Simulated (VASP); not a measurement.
Data:

```
CELL_PARAMETERS angstrom
     -1.86163     1.86163     1.86163
      1.86163    -1.86163     1.86163
      1.86163     1.86163    -1.86163
ATOMIC_POSITIONS crystal
  In 0.00000 0.00000 0.00000
```

Calculation: PBEsol GGA, VASP's PBE PAW potentials (set 64) (plane waves; VASP). Settings: 400 eV cut-off, 15×15×15 Γ-centred mesh, tetrahedra with Blöchl corrections, potentials In_d.

Unless said otherwise, spin-orbit coupling is left out, though it shifts the bands of the heavy elements here.

Problem. Tabulate the total density of states (states/eV per cell) against energy (eV; zero at the valence-band maximum or, without a gap, the Fermi level).

Solution. 
```
E (eV) | DOS (states/eV)
    -9.98 |  0.00
    -9.62 | # 0.02
    -9.26 | ##### 0.09
    -8.90 | ####### 0.13
    -8.66 | ######## 0.15
    -8.30 | ######### 0.17
    -7.94 | ########## 0.20
    -7.58 | ########### 0.21
    -7.22 | ############ 0.23
    -6.86 | ############# 0.25
    -6.50 | ############## 0.27
    -6.14 | ############### 0.28
    -5.90 | ############### 0.29
    -5.54 | ################ 0.31
    -5.18 | ################# 0.33
    -4.82 | ################## 0.35
    -4.46 | ##################### 0.40
    -4.10 | ######################## 0.46
    -3.74 | ###################### 0.43
    -3.38 | ################### 0.36
    -3.14 | ################# 0.32
    -2.78 | ############### 0.29
    -2.42 | ############### 0.28
    -2.06 | ################# 0.32
    -1.70 | ##################### 0.39
    -1.34 | ########################### 0.51
    -0.98 | ########################## 0.49
    -0.62 | ####################### 0.45
    -0.38 | ###################### 0.42
    -0.02 | ######################### 0.47
     0.34 | ######################## 0.47
     0.70 | ########################## 0.50
     1.06 | ############################ 0.54
     1.42 | ############################## 0.57
     1.78 | ############################# 0.55
     2.14 | ############################ 0.54
     2.38 | ############################ 0.54
     2.74 | ########################### 0.52
     3.10 | ############################ 0.53
     3.46 | ############################ 0.54
```
Within 2 eV below the Fermi level the largest weight inside VASP's projection spheres is In p, then In s.

The structure was generated: In was put into the bcc type (Im-3m), which need not be its known phase. It was relaxed first.
